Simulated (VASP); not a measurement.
Write the native input for VASP 6.6.1 that does the following.

* Task: single point
* Functional: r2SCAN
* Potentials or basis: VASP PAW PBE potentials, release 64 (B, Bi_d)
* Cutoff: 520 eV
* k mesh: 12 × 12 × 4
* Occupations: fermi-dirac, width 0.02 eV
* Spin: no spin polarisation
* Dipole correction: no
* Further INCAR settings: ALGO = Normal; EDIFF = 1e-07; NBANDS = 26

Crystal: BiB.

```xyz
4
Lattice="4.0264 0.0000 0.0000 -2.0132 3.4870 0.0000 0.0000 0.0000 6.6407" Properties=species:S:1:pos:R:3 pbc="T T T"
B     0.0000    2.3246    0.0001
B     2.0132    1.1623    3.3204
Bi    0.0000    2.3246    2.4902
Bi    2.0132    1.1623    5.8105
```

The cell was built by a generator and needn't be a form met in nature.

The cell isn't the ideal one: hydrostatic strain +4.2%.

These files were run (other wordings do the same):

POSCAR

```
BiB
1.0
    4.0263844893      0.0000000000      0.0000000000
   -2.0131922447      3.4869512531      0.0000000000
    0.0000000000      0.0000000000      6.6406654323
B Bi
2 2
Direct
    0.3333333333      0.6666666667      0.0000088888
    0.6666666667      0.3333333333      0.5000088888
    0.3333333333      0.6666666667      0.3749911112
    0.6666666667      0.3333333333      0.8749911112
```

INCAR.step1

```
ALGO = Normal
EDIFF = 1E-4
ENCUT = 520
GGA = PE
ISMEAR = -1
LASPH = True
LCHARG = False
LREAL = False
LWAVE = True
NBANDS = 26
NELM = 100
PREC = Accurate
SIGMA = 0.02
```

INCAR.step2

```
ALGO = Normal
EDIFF = 1E-7
ENCUT = 520
ISIF = 2
ISMEAR = -1
ISTART = 1
LASPH = True
LCHARG = True
LELF = True
LMIXTAU = True
LREAL = False
LVHAR = True
LWAVE = False
METAGGA = R2SCAN
NBANDS = 26
NELM = 100
PREC = Accurate
SIGMA = 0.02
```

KPOINTS

```
k-points
0
Gamma
  12 12 4
```

Potentials or basis: VASP PAW PBE potentials, release 64 (B, Bi_d).

The run is started by

```console
$ cat potpaw_PBE.64/B/POTCAR potpaw_PBE.64/Bi_d/POTCAR > POTCAR
$ cp INCAR.step1 INCAR
$ mpirun -np 1 vasp_std > vasp.out
$ cp INCAR.step2 INCAR
$ mpirun -np 1 vasp_std > vasp.out
```

Results of the run:

```json
{"Pressure": "-7.4 GPa", "Largest force": "0.006 eV/Å", "Band gap on the k mesh": "0.16 eV, indirect (least direct gap 0.17 eV)"}
```

Caveat: the PAW data sets were made with another functional, which shifts forces and pressure a little; spin-orbit coupling is left out, which as a rule narrows the gap of such compounds by several tenths of an eV.

Wall time 4.2 min on 1 thread of Intel(R) Xeon(R) 6975P-C (Granite Rapids) (shared host), peak memory 0.28 GiB.
